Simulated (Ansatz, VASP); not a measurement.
Sc3Mo: VASP beside Ansatz

```
Sc Mo
1.0
     4.17221    0.00000    0.00000
     0.00000    4.17221    0.00000
     0.00000    0.00000    4.17221
Sc Mo
3 1
Direct
  0.50000 0.00000 0.50000
  0.00000 0.50000 0.50000
  0.50000 0.50000 0.00000
  0.00000 0.00000 0.00000
```

Change from the starting cell: species swapped into the PrIn3 type (Pm-3m, No. 221).

Alike in both runs: task relaxation of cell and atoms; functional PBE; k mesh 4 × 4 × 4; occupations gaussian, width 0.1 eV; no spin polarisation.

|  | VASP | Ansatz |
| --- | --- | --- |
| version | VASP 6.6.1 | Ansatz 0.2.0 |
| potentials or method | VASP PAW PBE potentials, release 64 (Sc_sv, Mo_sv) | scalar-relativistic, plane waves, PAW |
| plane-wave cutoff (eV) | 600 | 420 |
| valence electrons in the cell | 47 | 47 |

Ansatz gave:

```
gap on the k mesh at the Fermi level, each at its own relaxed structure (eV) : none
relaxed volume (Å³/atom)                                                     : 20.94
relaxed cell length with the largest relative difference (Å)                 : 4.376
energy change over the relaxation (meV/atom)                                 : -110
```

Estimate VASP's values.

gap on the k mesh at the Fermi level, each at its own relaxed structure (eV): none; relaxed volume (Å³/atom): 20.97; relaxed cell length with the largest relative difference (Å): 4.377; energy change over the relaxation (meV/atom): -114.

A gap of «none» marks a metal or a gap that the smearing closes.

Caveats: the k mesh is coarse (spacing up to 0.38 Å⁻¹), so the values aren't converged; the volume moved by over 15 % at a fixed basis, so the end points are rough (VASP).
